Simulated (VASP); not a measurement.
Data:

```yaml
crystal:
  lattice:
    - [0.00000, 1.78893, 1.78893]
    - [1.78893, 0.00000, 1.78893]
    - [1.78893, 1.78893, 0.00000]
  atoms:
    - { symbol: Ni, position: [0.00000, 0.00000, 0.00000], spin: 0.6 }
```

Level of theory: optB88-vdW, VASP's PBE PAW potentials (set 64) (plane waves; VASP 6.6.1). Numerical set-up: 520 eV cut-off, 18×18×18 Γ-centred mesh, first-order Methfessel-Paxton smearing of 0.10 eV, potentials Ni.

The job: Ni (fcc), 1 atom, optB88-vdW, static run, 520 eV, 18×18×18 Γ-centred mesh. Roughly how much core time does it take on a busy server core?

About 2 core-minutes (one run on a shared machine, a rough figure). It had 195 irreducible k-points, 9 bands, up to 331 plane waves and 14 electronic steps.

The compound is Ni in the fcc structure. This cell is one point of a volume scan, at 1.06 of the reference volume.
